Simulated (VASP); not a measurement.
Method: optB86b-vdW, VASP's PBE PAW potentials (set 64) (plane waves; VASP).

VASP ran on this input.

File POSCAR:
```
Na
1
   -2.1290606664     2.1290606664     2.1290606664
    2.1290606664    -2.1290606664     2.1290606664
    2.1290606664     2.1290606664    -2.1290606664
Na
1
Direct
  0.0000000000   0.0000000000   0.0000000000
```

INCAR:
```
AGGAC = 0.0
ALGO = Normal
EDIFF = 1E-7
ENCUT = 520
GGA = MK
ISIF = 2
ISMEAR = 1
LASPH = .TRUE.
LCHARG = .FALSE.
LREAL = .FALSE.
LUSE_VDW = .TRUE.
LWAVE = .FALSE.
NELM = 100
PARAM1 = 0.1234
PARAM2 = 1.0
PREC = Accurate
SIGMA = 0.1
SYSTEM = Na
```

### KPOINTS
```
Automatic mesh
0
G
 12 12 12
0 0 0
```

POTCAR, in this order: Na_pv (PBE.64 set). Program: vasp_std.

Output of the run:

### OSZICAR
```
       N       E                     dE             d eps       ncg     rms          rms(c)
DAV:   1     0.219887979380E+02    0.21989E+02   -0.38354E+03  1015   0.805E+02
DAV:   2     0.129942885428E+01   -0.20689E+02   -0.20686E+02  1036   0.136E+02
DAV:   3     0.891694254122E+00   -0.40773E+00   -0.40773E+00  1309   0.279E+01
DAV:   4     0.888265070027E+00   -0.34292E-02   -0.34292E-02  1302   0.226E+00
DAV:   5     0.888222373257E+00   -0.42697E-04   -0.42697E-04  1295   0.208E-01    0.192E-01
DAV:   6     0.887009484587E+00   -0.12129E-02   -0.11382E-03  1120   0.458E-01    0.131E-01
DAV:   7     0.885535439898E+00   -0.14740E-02   -0.33954E-03  1022   0.589E-01    0.240E-02
DAV:   8     0.885499774167E+00   -0.35666E-04   -0.14714E-04  1225   0.234E-01    0.416E-03
DAV:   9     0.885494092599E+00   -0.56816E-05   -0.74592E-06  1071   0.238E-02    0.123E-03
DAV:  10     0.885493613898E+00   -0.47870E-06   -0.10251E-06  1141   0.655E-03    0.273E-04
DAV:  11     0.885493610352E+00   -0.35459E-08   -0.34939E-08  1113   0.125E-03
   1 F= 0.88549361E+00 E0= 0.88576028E+00  d E =-.800017E-03
```

### OUTCAR
```
------------------------ aborting loop because EDIFF is reached ----------------------------------------
  FORCE on cell =-STRESS in cart. coord.  units (eV):
  Direction    XX          YY          ZZ          XY          YZ          ZX
  --------------------------------------------------------------------------------------
  Total       -0.0921775     -0.0921775     -0.0921775      0.0000000      0.0000000     -0.0000000
  in kB       -3.8257057     -3.8257057     -3.8257057      0.0000000      0.0000000     -0.0000000
  external PRESSURE =      -3.8257057 kB  Pullay stress =       0.0000000 kB
  volume of cell :       38.60
      direct lattice vectors                 reciprocal lattice vectors
    -2.129060666  2.129060666  2.129060666     0.000000000  0.234845351  0.234845351
     2.129060666 -2.129060666  2.129060666     0.234845351  0.000000000  0.234845351
     2.129060666  2.129060666 -2.129060666     0.234845351  0.234845351  0.000000000
 POSITION                                       TOTAL-FORCE (eV/Angst)
 -----------------------------------------------------------------------------------
      0.00000      0.00000      0.00000         0.000000     -0.000000     -0.000000
 -----------------------------------------------------------------------------------
    total drift:                                0.000000     -0.000000      0.000000
  FREE ENERGIE OF THE ION-ELECTRON SYSTEM (eV)
  ---------------------------------------------------
  free  energy   TOTEN  =         0.8854936104 eV

  energy  without entropy=        0.8862936269  energy(sigma->0) =        0.88576028
```
(Selected blocks of OUTCAR.)

OUTCAR:
```
 val. band max:        0.1376631704   @ k =  -0.3333   0.4167   0.1667

 cond. band min:       0.2470320831   @ k =   0.3333   0.1667   0.0000


 Fermi energy:         0.1676557420

 k-point     1 :       0.0000    0.0000    0.0000
  band No.  band energies     occupation
      1     -24.8218      2.00000
      2     -24.8218      2.00000
      3     -24.8218      2.00000
      4      -2.9839      2.00000
      5      11.7038      0.00000
      6      11.7038      0.00000
      7      11.7038      0.00000

 k-point     2 :       0.0833    0.0000    0.0000
  band No.  band energies     occupation
      1     -24.8239      2.00000
      2     -24.8225      2.00000
      3     -24.8218      2.00000
      4      -2.8650      2.00000
      5      10.2118      0.00000
      6      10.9939      0.00000
      7      11.2267      0.00000

 k-point     3 :       0.1667    0.0000    0.0000
  band No.  band energies     occupation
      1     -24.8294      2.00000
      2     -24.8244      2.00000
      3     -24.8218      2.00000
      4      -2.5099      2.00000
      5       8.0803      0.00000
      6      10.0467      0.00000
      7      10.5022      0.00000

 k-point     4 :       0.2500    0.0000    0.0000
  band No.  band energies     occupation
      1     -24.8371      2.00000
      2     -24.8270      2.00000
      3     -24.8218      2.00000
      4      -1.9232      2.00000
      5       6.0813      0.00000
      6       9.2719      0.00000
      7       9.8916      0.00000

 k-point     5 :       0.3333    0.0000    0.0000
  band No.  band energies     occupation
      1     -24.8446      2.00000
      2     -24.8296      2.00000
      3     -24.8217      2.00000
      4      -1.1124      2.00000
      5       4.2592      0.00000
      6       8.7107      0.00000
      7       9.4475      0.00000

 k-point     6 :       0.4167    0.0000    0.0000
  band No.  band energies     occupation
      1     -24.8501      2.00000
...
```

The compound is Na in the bcc structure. This cell is one point of a volume scan, at 1.06 of the reference volume.
